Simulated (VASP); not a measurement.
Input:

```yaml
crystal:
  lattice:
    - [1.83464, -3.17768, 0.00000]
    - [1.83464, 3.17768, 0.00000]
    - [0.00000, 0.00000, 5.65572]
  atoms:
    - { symbol: Dy, position: [0.33333, 0.66667, 0.25000] }
    - { symbol: Dy, position: [0.66667, 0.33333, 0.75000] }
```

Level of theory: revPBE GGA, VASP's PBE PAW potentials (set 64) (plane waves; VASP). Settings: 520 eV cut-off, Gaussian smearing of 0.050 eV, potentials Dy_3.

The 4f electrons are frozen in the core of the lanthanide potential, so 4f levels, which can set the real gap, and their magnetism are missing.

### Question
Give the energies of bands 7 to 12 at the high-symmetry points, in eV from the Fermi level.

### Answer

```tsv
band	Γ	M	K	A	L	H
7	-5.01	-1.88	-0.80	-3.44	-1.82	-0.52
8	-2.04	-1.29	-0.74	-3.44	-1.82	-0.52
9	1.22	-0.84	-0.74	1.07	0.11	-0.38
10	1.79	-0.07	-0.42	1.07	0.11	-0.38
11	1.79	1.44	1.18	1.68	1.53	0.51
12	2.29	1.59	1.18	1.68	1.53	0.51
```

It has no gap at this level: it comes out as a metal or semimetal.

The compound is Dy in the hcp structure. It was relaxed first.
